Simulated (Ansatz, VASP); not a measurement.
# GaAs: VASP beside Ansatz, part 2 of 2

Wanted: the spread between two codes on one cell, functional and k mesh. The cell is taken from a series of runs on this material, whose earlier steps may have relaxed, scaled, displaced or heated it; both programs get it as it stands.

VASP 6.6.1 and Ansatz 0.2.0.

So far: Starting point; VASP: relaxation of cell and atoms, r2SCAN, spin-orbit coupling, pair 1.

## Step 3: Ansatz: relaxation of cell and atoms, r2SCAN, spin-orbit coupling, pair 1

Level of this step: Ansatz beside VASP: Kohn-Sham DFT, plane waves, r2SCAN, spin-orbit coupling (Ansatz).

Ansatz runs on its PAW fully relativistic soft_1 files.

The same cell, functional and mesh now go to Ansatz, which takes its cutoff from its data sets.

Input file input.yaml:

```yaml
crystal:
  lattice:
    - [0.0, 2.8324762564, 2.8324762564]
    - [2.8324762564, 0.0, 2.8324762564]
    - [2.8324762564, 2.8324762564, 0.0]
  atoms:
    - { symbol: Ga, position: [0.0, 0.0, 0.0] }
    - { symbol: As, position: [0.75, 0.75, 0.75] }
kpoints:
  mp_grid: { grid: [6, 6, 6] }
hamiltonian:
  xc: r2scan
  pseudopotentials: { kind: paw_fr, azcp: { folder: soft_1 } }
scf:
  occupations: { method: fixed }
output:
  forces: true
  stress: true
  eigenvalues: true
magnetization:
  noncollinear: true
  spin_orbit: true
relax:
  adjacent_minimum: "off"
  f_tol: 0.001
  max_steps: 60
  cell: { stress_tol: 0.01 }
```

The run is started by

```console
$ ansatz run input.yaml --threads 4 --pin off --max-ram 16384MiB --backend cpu --events-out ev --progress --plain --runs-dir out
```

Numbers of over 12 decimals in the logs are rounded to 6 here.

The log of the run:

```text
Engine: ansatz 0.2.0, aarch64-unknown-linux-gnu
Pseudopotentials: kind: paw_fr
Pseudopotential: Ga, paw, valence charge 13, recommended cutoff 500 eV (meta_gga), soft_1/Ga.paw.azcp
Pseudopotential: As, paw, valence charge 15, recommended cutoff 500 eV (meta_gga), soft_1/As.paw.azcp
Functional definition: r2SCAN
  parameter k0 = 0.174
  parameter k1 = 0.065
  parameter a1 = 4.9479
  exchange = r2scan_x(k0 = k0, k1 = k1, a1 = a1)
  correlation = r2scan_c
non-collinear run that drives no moment, with spin-orbit: no starting moment large enough to seed its density (crystal.atoms[].spin), no starting occupations that ask for one, no magnetisation constraint and no magnetic field, so the semilocal B_xc is pinned to zero
Crystal: 2 atoms, lattice volume = 45.449 Å³
Basis set: ecut = 500 eV, 1139 PW (Γ), exchange–correlation on 120×120×120 points (64 copies of the dense FFT grid, shifted against one another)
Bands: 36, of which v1, the nominal top of the filled ones, is band 28 counted from 1 (27 counted from 0)
Symmetry: 24 space group operations + 24 with time reversal
Magnetic group: BNS 216.75 (UNI 1577), of the structure as read, at distance tolerance 3.6e-5 Å
k-points: 16 of 216 (time reversal used)
Projection manifold: j_resolved (fully-relativistic pseudo-atomic orbitals)
Non-local potential: Ga, projectors of the file, resolved by j, l = 0: 2, l = 1: 4, l = 2: 6, l = 3: 2
Non-local potential: As, projectors of the file, resolved by j, l = 0: 2, l = 1: 4, l = 2: 6, l = 3: 2
PAW form: soft (Blöchl's): semilocal exchange-correlation on the pseudo side does not see the compensation charge
PAW frozen core: Ga, regenerated for the run's functional (the file was generated under x = pbe(κ = 0.804, μ = 0.219515), c = pbe(β = 0.066725))
PAW frozen core: As, regenerated for the run's functional (the file was generated under x = pbe(κ = 0.804, μ = 0.219515), c = pbe(β = 0.066725))
PAW one-centre angular grid: Ga, 590 points (default); XC on 224 Gauss nodes
PAW one-centre angular grid: As, 590 points (default); XC on 315 of its mesh's 2695 points in the sphere
Initial density: superposition of atomic densities (chi_scale 0.1, normalization cell, long waves kept (reshape's long-wave potential 0.00 eV rms))
Initial wavefunctions: pseudopotential atomic-orbital guess
Functional: x = r2scan, c = r2scan; τ floored in thin density (d = 2e-4 eV/Å³)
iter 1 solved again at ethr=2.05e-3 eV; its pass at ethr=3.10e-3 eV (dr2=5.74e-1 eV) is discarded
SCF iter   1: F=—  HF=-8650.274914 eV  |F-HF|=—  |Δ(HF+E_count)|=         —  Δρ=4.93e-2  dr2=5.76e-1  dr2_τ=1.40e-3  dr2_m=0.00e0 (ungated)  ethr=2.05e-3  |M|=0.00e0 ∫|m|=0.00e0 μB  |m|>n=0.0e0 m-floor=0.0e0 τ_xc=0.0e0  β_m=0.30  ⟨swp⟩=1.0  Hψ=2971  notcnv=0  defer=52
preconditioner: auto → none  [insulator: Δε(μ)=0.682 eV  Ē_g=16.569 eV  n_scr=14 (ndim 8)  ℏωp=23.4 eV  f_vac=0.001  ε∞_Penn≈3.0]
SCF iter   2: F=—  HF=-8650.274176 eV  |F-HF|=—  |Δ(HF+E_count)|=   7.38e-4  Δρ=3.26e-2  dr2=2.45e-1  dr2_τ=3.15e-4  dr2_m=0.00e0 (ungated)  ethr=2.05e-3  |M|=0.00e0 ∫|m|=0.00e0 μB  |m|>n=0.0e0 m-floor=0.0e0 τ_xc=0.0e0  β_m=0.59  ⟨swp⟩=2.1  Hψ=600  notcnv=0  defer=56
SCF iter   3: F=—  HF=-8650.281785 eV  |F-HF|=—  |Δ(HF+E_count)|=   7.61e-3  Δρ=6.51e-3  dr2=1.06e-2  dr2_τ=4.07e-5  dr2_m=0.00e0 (ungated)  ethr=8.75e-4  |M|=0.00e0 ∫|m|=0.00e0 μB  |m|>n=0.0e0 m-floor=0.0e0 τ_xc=0.0e0  β_m=0.51  ⟨swp⟩=3.2  Hψ=892  notcnv=0  defer=54
SCF iter   4: F=—  HF=-8650.275467 eV  |F-HF|=—  |Δ(HF+E_count)|=   6.32e-3  Δρ=8.48e-4  dr2=9.97e-5  dr2_τ=1.16e-6  dr2_m=0.00e0 (ungated)  ethr=3.78e-5  |M|=0.00e0 ∫|m|=0.00e0 μB  |m|>n=0.0e0 m-floor=0.0e0 τ_xc=0.0e0  β_m=0.55  ⟨swp⟩=2.9  Hψ=943  notcnv=0  defer=64
SCF iter   5: F=—  HF=-8650.275531 eV  |F-HF|=—  |Δ(HF+E_count)|=   6.42e-5  Δρ=3.54e-4  dr2=1.96e-5  dr2_τ=1.44e-7  dr2_m=0.00e0 (ungated)  ethr=3.56e-7  |M|=0.00e0 ∫|m|=0.00e0 μB  |m|>n=0.0e0 m-floor=0.0e0 τ_xc=0.0e0  β_m=0.63  ⟨swp⟩=2.0  Hψ=1014  notcnv=0  defer=62
SCF iter   6: F=—  HF=-8650.275549 eV  |F-HF|=—  |Δ(HF+E_count)|=   1.82e-5  Δρ=6.26e-5  dr2=1.05e-6  dr2_τ=3.80e-9  dr2_m=0.00e0 (ungated)  ethr=7.01e-8  |M|=0.00e0 ∫|m|=0.00e0 μB  |m|>n=0.0e0 m-floor=0.0e0 τ_xc=0.0e0  β_m=0.70  ⟨swp⟩=2.8  Hψ=914  notcnv=0  defer=64
SCF iter   7: F=-8650.275550 eV  HF=-8650.275550 eV  |F-HF|=2.11e-8  |Δ(HF+E_count)|=   6.26e-7  Δρ=9.96e-6  dr2=3.80e-8  dr2_τ=3.87e-10  dr2_m=0.00e0 (ungated)  ethr=3.57e-10  |M|=0.00e0 ∫|m|=0.00e0 μB  |m|>n=0.0e0 m-floor=0.0e0 τ_xc=0.0e0  ⟨swp⟩=10.9  Hψ=3149  notcnv=0
SCF 1 converged in 7 iterations: F = -8650.275550 eV  dr2 = 3.80e-8
  greatest PAW one-centre occupation: 0.999 electrons in one spin orbital (limit 2), on the As atom at site 1 (counted from 0), in its partial waves of l = 2
relax step   1: F+E_penalty+E_count = -8650.27554972 eV  Δ(F+E_penalty+E_count) = +0.000e0 eV  max|allowed force component| = 7.517e-18 eV/Å  Δτ_max = 0.0000 Å  P = +0.002 GPa  Ω = 45.449 Å³  (7 SCF iters, dr2 threshold 1.00e-7 eV, accepted)
Projection manifold: j_resolved (fully-relativistic pseudo-atomic orbitals)
Initial density: handed on by an earlier stage of this run
Initial wavefunctions: pseudopotential atomic-orbital guess (no wavefunctions were taken with the density)
iter 1 solved again at ethr=4.02e-7 eV; its pass at ethr=3.10e-3 eV (dr2=1.13e-4 eV) is discarded
SCF iter   1: F=—  HF=-8650.275549 eV  |F-HF|=—  |Δ(HF+E_count)|=         —  Δρ=1.00e-5  dr2=3.54e-8  dr2_τ=3.98e-10  dr2_m=0.00e0 (ungated)  ethr=4.02e-7  |M|=0.00e0 ∫|m|=0.00e0 μB  |m|>n=0.0e0 m-floor=0.0e0 τ_xc=0.0e0  β_m=0.30  ⟨swp⟩=2.4  Hψ=3511  notcnv=0  defer=64
eigensolver tolerance schedule: the retry pair's looser diagonalisation over-reported the residual by 3178.74 of it (diagonalisation noise at 0.70 of the residual, at the tolerance the schedule requests for it); recorded, not acted on — ethr = c·dr2/N_el stays at c = 1.0e-1
preconditioner: auto → none  [insulator: Δε(μ)=0.866 eV  Ē_g=16.190 eV  n_scr=14 (ndim 8)  ℏωp=23.4 eV  f_vac=0.084  ε∞_Penn≈3.1]
SCF iter   2: F=—  HF=-8650.275550 eV  |F-HF|=—  |Δ(HF+E_count)|=   7.57e-7  Δρ=6.12e-6  dr2=9.02e-9  dr2_τ=3.69e-11  dr2_m=0.00e0 (ungated)  ethr=1.27e-10  |M|=0.00e0 ∫|m|=0.00e0 μB  |m|>n=0.0e0 m-floor=0.0e0 τ_xc=0.0e0  β_m=0.43  ⟨swp⟩=3.1  Hψ=1018  notcnv=0  defer=54
SCF iter   3: F=—  HF=-8650.275550 eV  |F-HF|=—  |Δ(HF+E_count)|=   1.32e-9  Δρ=2.07e-6  dr2=7.67e-10  dr2_τ=8.19e-12  dr2_m=0.00e0 (ungated)  ethr=3.22e-11  |M|=0.00e0 ∫|m|=0.00e0 μB  |m|>n=0.0e0 m-floor=0.0e0 τ_xc=0.0e0  β_m=0.50  ⟨swp⟩=2.8  Hψ=784  notcnv=0  defer=54
SCF iter   4: F=—  HF=-8650.275550 eV  |F-HF|=—  |Δ(HF+E_count)|=  6.35e-10  Δρ=1.03e-6  dr2=1.89e-10  dr2_τ=1.13e-12  dr2_m=0.00e0 (ungated)  ethr=2.74e-12  |M|=0.00e0 ∫|m|=0.00e0 μB  |m|>n=0.0e0 m-floor=0.0e0 τ_xc=0.0e0  β_m=0.52  ⟨swp⟩=2.0  Hψ=814  notcnv=0  defer=54
SCF iter   5: F=—  HF=-8650.275550 eV  |F-HF|=—  |Δ(HF+E_count)|=  1.38e-10  Δρ=2.39e-7  dr2=1.31e-11  dr2_τ=3.11e-14  dr2_m=0.00e0 (ungated)  ethr=6.75e-13 (applied; sched 1.00e-12)  |M|=0.00e0 ∫|m|=0.00e0 μB  |m|>n=0.0e0 m-floor=0.0e0 τ_xc=0.0e0  β_m=0.60  ⟨swp⟩=2.0  Hψ=814  notcnv=0  defer=54
SCF iter   6: F=—  HF=-8650.275550 eV  |F-HF|=—  |Δ(HF+E_count)|=  5.46e-12  Δρ=5.95e-8  dr2=8.40e-13  dr2_τ=1.00e-15  dr2_m=0.00e0 (ungated)  ethr=4.67e-14 (applied; sched 1.00e-12)  |M|=0.00e0 ∫|m|=0.00e0 μB  |m|>n=0.0e0 m-floor=0.0e0 τ_xc=0.0e0  β_m=0.74  ⟨swp⟩=2.0  Hψ=814  notcnv=0  defer=54
SCF iter   7: F=-8650.275550 eV  HF=-8650.275550 eV  |F-HF|=0.00e0  |Δ(HF+E_count)|=  5.46e-12  Δρ=7.13e-9  dr2=1.34e-14  dr2_τ=4.85e-17  dr2_m=0.00e0 (ungated)  ethr=1.00e-12  |M|=0.00e0 ∫|m|=0.00e0 μB  |m|>n=0.0e0 m-floor=0.0e0 τ_xc=0.0e0  ⟨swp⟩=10.0  Hψ=2933  notcnv=0
SCF 2 converged in 7 iterations: F = -8650.275550 eV  dr2 = 1.34e-14
relax step   2: F+E_penalty+E_count = -8650.27554974 eV  Δ(F+E_penalty+E_count) = -1.612e-8 eV  max|allowed force component| = 8.095e-18 eV/Å  Δτ_max = 0.0000 Å  P = +0.002 GPa  Ω = 45.449 Å³  stress off target by 1.84e-3 GPa  SCF on the basis re-selected at this cell (its energy is not comparable with the rows above)  (7 SCF iters)
basis re-selected at this cell: Δ(F+E_penalty+E_count) = -1.612e-8 eV, ΔP = -0.000 GPa vs the last step (what re-selecting the basis moved, of the pressure what is left beyond the Pulay correction that the steps carried, after the strain that the cell walked since its last selection, with what the two solves' SCF thresholds leave and, on support functions, any second-order correction that the steps lacked; it is no m [...]
SCF converged after 7 iterations
Magnetization: |M| = 0.0000 μB,  M = (+0.0000, +0.0000, +0.0000) μB
Absolute magnetization: 0.0000 μB (∫|m|)
  site 0: m = (+0.0000, +0.0000, +0.0000) μB, |m| = 0.0000 μB  (R = 1.01 Å)
  site 1: m = (+0.0000, +0.0000, +0.0000) μB, |m| = 0.0000 μB  (R = 1.01 Å)
Free energy (F): -8650.275550 eV
Harris-Foulkes:  -8650.275550 eV  (|F-HF|=0.00e0)
Internal energy: -8650.275550 eV  (E = F + TS)
E sigma→0 (E₀):  -8650.275550 eV
Fermi energy:    7.709442 eV
--- Per-component energies (eV) ---
  E_band       = -340.152427
  E_kinetic    = 208.876972
  E_local      = -3670.049417  (includes V_loc(G=0)·N_el)
  E_nonlocal   = -483.584327
  E_hartree    = 2139.872339
  E_xc         = -123.537789
  E_vxc        = -135.896667  (∫ρ·V_xc dr)
  E_paw        = -4026.406999  (= ΣΔE_a)
  E_vpaw       = -546.362183  (= ΣTr[D̂ρ^β])
  E_aug_tail   = 0.000052  (compensation charges beyond the density's cutoff)
  E_vtau       = 7.118473  (kinetic-family band-sum trace: ∫τ·v_τ [+ j·A + Jᵃ·Aᵃ] dr)
  E_ewald      = -2693.367200
  E_core_change = -2.079182  (= ΣΔE_core)
  E_smearing   = -0.000000  (= −TS)
  E_closure    = -0.000000  (closes the sum)
  Σ components = -8650.275550   (vs F -8650.275550, Δ=0.00e0)
--- Forces (eV/Å), atoms counted from 1 ---
  atom   1  Ga     0.00000000    -0.00000000    -0.00000000
  atom   2  As     0.00000000     0.00000000    -0.00000000
  max |Σ_I F_I| component: 2.54e-17 eV/Å
--- Stress (GPa, compression-positive) ---
        0.001844      -0.000000      -0.000000
       -0.000000       0.001844       0.000000
       -0.000000       0.000000       0.001844
  P = ⅓ Tr σ = 0.0018 GPa (0.018 kbar)
--- Band table (eV; the first three rows and the last of 16) ---
  k-point 0: bands = [... 24 lower, 7.7094, 7.7094, 7.7094, 7.7094, 8.5754, 8.5754, 11.5278, 11.5278, ... 4 higher]
  k-point 1: bands = [... 24 lower, 7.1089, 7.1089, 7.3151, 7.3184, 9.6038, 9.6038, 12.1519, 12.1519, ... 4 higher]
  k-point 2: bands = [... 24 lower, 6.5468, 6.5468, 6.7479, 6.7506, 9.1801, 9.1801, 12.6050, 12.6050, ... 4 higher]
  k-point 15: bands = [... 24 lower, 4.1202, 4.2279, 4.3252, 4.3590, 11.1967, 11.2340, 11.3607, 11.4423, ... 4 higher]
--- Relaxed structure (1 steps of the walk, 1 accepted, 1 SCFs on fresh bases) ---
  F+E_penalty+E_count = -8650.27554974 eV   max|allowed force component| = 8.095e-18 eV/Å   (the final SCF, on the basis selected at the relaxed cell)
  cell:  # Å, volume = 45.4495 Å³
    - [0.0, 2.8324762564, 2.8324762564]
    - [2.8324762564, 0.0, 2.8324762564]
    - [2.8324762564, 2.8324762564, 0.0]
  atoms:
    - { symbol: Ga, position: [0.0, 0.0, 0.0] }
    - { symbol: As, position: [0.750000, 0.750000, 0.750000] }
```

## Step 4: Side by side

Known differences besides the potentials themselves: spin-orbit coupling enters by fully relativistic files in Ansatz and inside the spheres in VASP; VASP keeps PBE cores, Ansatz makes them for the functional; fixed occupations in Ansatz, narrow Gaussian smearing in VASP; the data sets hold 28 valence electrons in Ansatz (on its PAW fully relativistic soft_1 files) and 18 in VASP; the cutoff is 500 eV in Ansatz and 550 eV in VASP; Ansatz adds a Pulay correction to the stress that steers its cell, VASP none. Total energies have different zeros and are not compared.

Compared:

```csv
quantity,Ansatz,VASP,difference
volume (Å³),45.45,45.54,-0.20 %
"edge a after relaxation, in the typed setting (Å)",4.006,4.008,-0.07 %
```

## Step 5: VASP: relaxation of cell and atoms, r2SCAN, spin-orbit coupling, pair 2

The relaxed volume is the usual yardstick between codes: in a stiff, nearly cubic crystal its relative difference is about their pressure difference at one cell divided by the bulk modulus.

Input file INCAR:

```
SYSTEM = GaAs
PREC = Accurate
ENCUT = 550
EDIFF = 1E-07
NELM = 200
ISMEAR = 0
SIGMA = 0.02
LREAL = .FALSE.
ALGO = Normal
METAGGA = R2SCAN
LASPH = .TRUE.
LNONCOLLINEAR = .TRUE.
MAGMOM = 0 0 0 0 0 0
NBANDS = 30
GGA_COMPAT = .FALSE.
LSORBIT = .TRUE.
LORBIT = 11
LWAVE = .FALSE.
LCHARG = .FALSE.
ISIF = 3
IBRION = 2
NSW = 80
EDIFFG = -0.005
NELMIN = 4
EFERMI = MIDGAP
LMIXTAU = .TRUE.
KPAR = 2
```

Input file POSCAR:

```
GaAs
1.0
    0.0000000000      2.8268500000      2.8268500000
    2.8268500000      0.0000000000      2.8268500000
    2.8268500000      2.8268500000      0.0000000000
Ga As
1 1
Direct
    0.0000000000      0.0000000000      0.0000000000
    0.7500000000      0.7500000000      0.7500000000
```

Input file KPOINTS:

```
Automatic mesh
0
Gamma
6 6 6
0 0 0
```

The projector-augmented-wave data sets are Ga_d and As (PBE family, release 64).

The run is started by

```console
$ mpirun -np 2 vasp_ncl
```

The log of the run:

```text
[banner, memory and clock lines left out]
running    2 mpi-ranks, on    1 nodes
[...]
[... a notice as in an earlier step ...]

 LDA part: xc-table for (None), standard interpolation
 POSCAR, INCAR and KPOINTS ok, starting setup
[...]
entering main loop
       N       E                     dE             d eps       ncg     rms          rms(c)
DAV:   1     0.120930038457E+03    0.12093E+03   -0.87832E+03  1436   0.181E+03
DAV:   2    -0.992346477873E+01   -0.13085E+03   -0.12301E+03  1360   0.481E+02
DAV:   3    -0.284729532621E+02   -0.18549E+02   -0.18277E+02  1594   0.124E+02
DAV:   4    -0.291229133687E+02   -0.64996E+00   -0.64861E+00  1592   0.250E+01
[...]
DAV:  17    -0.270524295230E+02   -0.14774E-05   -0.19979E-06  1442   0.169E-02    0.168E-03
DAV:  18    -0.270524330716E+02   -0.35486E-05   -0.94983E-07  1344   0.121E-02    0.710E-04
DAV:  19    -0.270524331396E+02   -0.67979E-07   -0.31444E-08  1094   0.180E-03
   1 F= -.27052433E+02 E0= -.27052433E+02  d E =-.270524E+02  mag=    -0.0000     0.0000     0.0000
[... from here on, the cycles between the ionic steps are left out ...]
   2 F= -.27052873E+02 E0= -.27052873E+02  d E =-.439370E-03  mag=    -0.0000    -0.0000    -0.0000
   3 F= -.27053055E+02 E0= -.27053055E+02  d E =-.622106E-03  mag=    -0.0000    -0.0000     0.0000
   4 F= -.27053025E+02 E0= -.27053025E+02  d E =-.591794E-03  mag=     0.0000    -0.0000    -0.0000
   5 F= -.27053046E+02 E0= -.27053046E+02  d E =-.612727E-03  mag=    -0.0000    -0.0000     0.0000
[...]
reached required accuracy - stopping structural energy minimisation
```

From OUTCAR (step 5):

```text
  Total       -0.0020640     -0.0020640     -0.0020640      0.0000000      0.0000000      0.0000000
  in kB       -0.0725748     -0.0725748     -0.0725748      0.0000000      0.0000000      0.0000000
  external PRESSURE =      -0.0725748 kB  Pullay stress =       0.0000000 kB

 POSITION                                       TOTAL-FORCE (eV/Angst)
 -----------------------------------------------------------------------------------
      0.00000      0.00000      0.00000         0.000000     -0.000000     -0.000000
      4.25234      4.25234      4.25234        -0.000000      0.000000      0.000000
 -----------------------------------------------------------------------------------
    total drift:                                0.000001      0.000001      0.000001

  FREE ENERGIE OF THE ION-ELECTRON SYSTEM (eV)
  ---------------------------------------------------
  free  energy   TOTEN  =       -27.0530458663 eV

  energy  without entropy=      -27.0530458663  energy(sigma->0) =      -27.05304587

 magnetization (x)
# of ion       s       p       d       tot
------------------------------------------
    1        0.000   0.000  -0.000   0.000
    2        0.000   0.000  -0.000   0.000
--------------------------------------------------
tot          0.000   0.000  -0.000   0.000

 magnetization (y)
# of ion       s       p       d       tot
------------------------------------------
    1        0.000   0.000  -0.000   0.000
    2        0.000  -0.000   0.000  -0.000
--------------------------------------------------
tot          0.000  -0.000  -0.000  -0.000

 magnetization (z)
# of ion       s       p       d       tot
------------------------------------------
    1       -0.000  -0.000  -0.000  -0.000
    2       -0.000   0.000   0.000   0.000
--------------------------------------------------
tot         -0.000  -0.000   0.000  -0.000

[... 2 parts as in an earlier step ...]

[... 2 further parts left out ...]
[key lines of the parts left out:]
E-fermi :   4.1230
```

## Step 6: Ansatz: relaxation of cell and atoms, r2SCAN, spin-orbit coupling, pair 2

The same cell, functional, mesh and smearing now go to Ansatz, which takes its cutoff from its data sets.

The cell is taken from a series of runs on this material, whose earlier steps may have relaxed, scaled, displaced or heated it; both programs get it as it stands.

input.yaml, the sections that differ from step 3:

```yaml
crystal:
  lattice:
    - [0.0, 2.82685, 2.82685]
    - [2.82685, 0.0, 2.82685]
    - [2.82685, 2.82685, 0.0]
  atoms:
    - { symbol: Ga, position: [0.0, 0.0, 0.0] }
    - { symbol: As, position: [0.75, 0.75, 0.75] }
scf:
  occupations: { method: gaussian, width: 0.02 }
relax:
  adjacent_minimum: "off"
  f_tol: 0.005
  max_steps: 80
  cell: { stress_tol: 0.05 }
# kpoints, hamiltonian, output, magnetization: as in step 3
```

The run is started by

```console
$ ansatz run input.yaml --threads 4 --pin off --max-ram 16384MiB --backend cpu --events-out ev --progress --plain --runs-dir out
```

The log of the run:

```text
[...]
Crystal: 2 atoms, lattice volume = 45.179 Å³
Basis set: ecut = 500 eV, 1139 PW (Γ), exchange–correlation on 120×120×120 points (64 copies of the dense FFT grid, shifted against one another)
Bands: 36, of which v1, the nominal top of the filled ones, is band 28 counted from 1 (27 counted from 0)
[...]
k-point 15: bands = [... 24 lower, 4.1202, 4.2279, 4.3252, 4.3590, 11.1967, 11.2340, 11.3607, 11.4423, ... 4 higher]
--- Relaxed structure (3 steps of the walk, 3 accepted, 1 SCFs on fresh bases) ---
[...]
cell:  # Å, volume = 45.4495 Å³
    - [0, 2.832476, 2.832476]
    - [2.832476, 0, 2.832476]
    - [2.832476, 2.832476, 0]
  atoms:
    - { symbol: Ga, position: [0, 0, 0] }
    - { symbol: As, position: [0.750000, 0.750000, 0.750000] }
[key lines of the parts left out:]
SCF converged after 6 iterations
Magnetization: |M| = 0.0000 μB,  M = (+0.0000, +0.0000, +0.0000) μB
Free energy (F): -8650.275550 eV
Fermi energy:    8.142562 eV
P = ⅓ Tr σ = 0.0018 GPa (0.018 kbar)
```

## Step 7: Differences

What differs besides the data sets and the points named for the pairs above, as far as they apply: the data sets hold 28 valence electrons in Ansatz (on its PAW fully relativistic soft_1 files) and 18 in VASP. Total energies have different zeros and are not compared.

Compared:

```csv
quantity,Ansatz,VASP,difference
volume (Å³),45.45,45.57,-0.26 %
"edge a after relaxation, in the typed setting (Å)",4.006,4.009,-0.08 %
```

## Step 8: What came out

```yaml
difference_in_volume_relaxation_of_cell_and_atoms_r2scan_spin_orbit_coupling_pair_1: -0.20 %
difference_in_volume_relaxation_of_cell_and_atoms_r2scan_spin_orbit_coupling_pair_2: -0.26 %
```

In words: The difference in volume is -0.26 % (relaxation of cell and atoms, r2SCAN, spin-orbit coupling, pair 2), within the 1.2 % picked in this series as the mark of a large difference, as far as the stopping tolerances let one tell. The data sets hold unlike numbers of valence electrons (28 in Ansatz and 18 in VASP), so part of the differences comes from the potentials. How closely two codes agree says nothing of how well the functional describes the real material.

[Lines on the potential files, build, host, timing and source positions are cut from VASP's logs without a mark.]

[Logs are printed without paths, hosts, clocks, repeated set-up lines and the standing remarks that a program may print on its own settings, such as how far it seeks lower states.]

[Hosts, paths, dates, database ids (printed as entryN), source tags and the programs' standing remarks are cut or masked in the printed files.]
